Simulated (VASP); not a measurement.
Here is the system:

```
CELL_PARAMETERS angstrom
      9.73519     0.00000     0.00000
     -4.86760     8.43092     0.00000
      0.00000     0.00000    10.55956
ATOMIC_POSITIONS crystal
  Ga 0.22222 0.11111 0.24954
  Ga 0.11111 0.22222 0.49954
  Ga 0.22222 0.11111 0.74954
  Ga 0.11111 0.22222 0.99954
  Ga 0.22222 0.44444 0.24954
  Ga 0.11111 0.55556 0.49954
  Ga 0.22222 0.44444 0.74954
  Ga 0.11111 0.55556 0.99954
  Ga 0.22222 0.77778 0.24954
  Ga 0.11111 0.88889 0.49954
  Ga 0.22222 0.77778 0.74954
  Ga 0.11111 0.88889 0.99954
  Ga 0.55556 0.11111 0.24954
  Ga 0.44444 0.22222 0.49954
  Ga 0.55556 0.11111 0.74954
  Ga 0.44444 0.22222 0.99954
  Ga 0.55556 0.44444 0.24954
  Ga 0.44444 0.55556 0.49954
  Ga 0.55556 0.44444 0.74954
  Ga 0.44444 0.55556 0.99954
  Ga 0.55556 0.77778 0.24954
  Ga 0.44444 0.88889 0.49954
  Ga 0.55556 0.77778 0.74954
  Ga 0.44444 0.88889 0.99954
  Ga 0.88889 0.11111 0.24954
  Ga 0.77778 0.22222 0.49954
  Ga 0.88889 0.11111 0.74954
  Ga 0.77778 0.22222 0.99954
  Ga 0.88889 0.44444 0.24954
  Ga 0.77778 0.55556 0.49954
  Ga 0.88889 0.44444 0.74954
  Ga 0.77778 0.55556 0.99954
  Ga 0.88889 0.77778 0.24954
  Ga 0.77778 0.88889 0.49954
  Ga 0.88889 0.77778 0.74954
  Ga 0.77778 0.88889 0.99954
  N  0.22222 0.11111 0.43796
  N  0.11111 0.22222 0.18796
  N  0.22222 0.11111 0.93796
  N  0.11111 0.22222 0.68796
  N  0.22222 0.44444 0.43796
  N  0.11111 0.55556 0.18796
  N  0.22222 0.44444 0.93796
  N  0.11111 0.55556 0.68796
  N  0.22222 0.77778 0.43796
  N  0.11111 0.88889 0.18796
  N  0.22222 0.77778 0.93796
  N  0.11111 0.88889 0.68796
  N  0.55556 0.11111 0.43796
  N  0.44444 0.22222 0.18796
  N  0.55556 0.11111 0.93796
  N  0.44444 0.22222 0.68796
  N  0.55556 0.44444 0.43796
  N  0.44444 0.55556 0.18796
  N  0.55556 0.44444 0.93796
  N  0.44444 0.55556 0.68796
  N  0.55556 0.77778 0.43796
  N  0.44444 0.88889 0.18796
  N  0.55556 0.77778 0.93796
  N  0.44444 0.88889 0.68796
  N  0.88889 0.11111 0.43796
  N  0.77778 0.22222 0.18796
  N  0.88889 0.11111 0.93796
  N  0.77778 0.22222 0.68796
  N  0.88889 0.44444 0.43796
  N  0.77778 0.55556 0.18796
  N  0.88889 0.44444 0.93796
  N  0.77778 0.55556 0.68796
  N  0.88889 0.77778 0.43796
  N  0.77778 0.88889 0.18796
  N  0.88889 0.77778 0.93796
  N  0.77778 0.88889 0.68796
```

All values below come from PBE GGA, VASP's PBE PAW potentials (set 64) (plane waves; VASP). Run with PREC = Normal, LREAL = Auto, EDIFF = 1E-5, 400 eV cut-off, 1×1×1 Γ-centred mesh, Gaussian smearing of 0.050 eV, potentials Ga N.

At this cut-off the stress carries a Pulay error, which pulls relaxed volumes low. The supercell is sampled at Γ alone, which is coarse: total energies, pressure and levels can be off, energies of defects by several tenths of an eV.

Q: Give the stress tensor in GPa (positive for a compressed cell).

A: 
```
-1.69   0.00   0.00
 0.00  -1.69   0.00
 0.00   0.00  -4.00
```
The pressure is its mean diagonal, -2.46 GPa.

The cell is a supercell, built from a database entry that may be metastable or hypothetical.
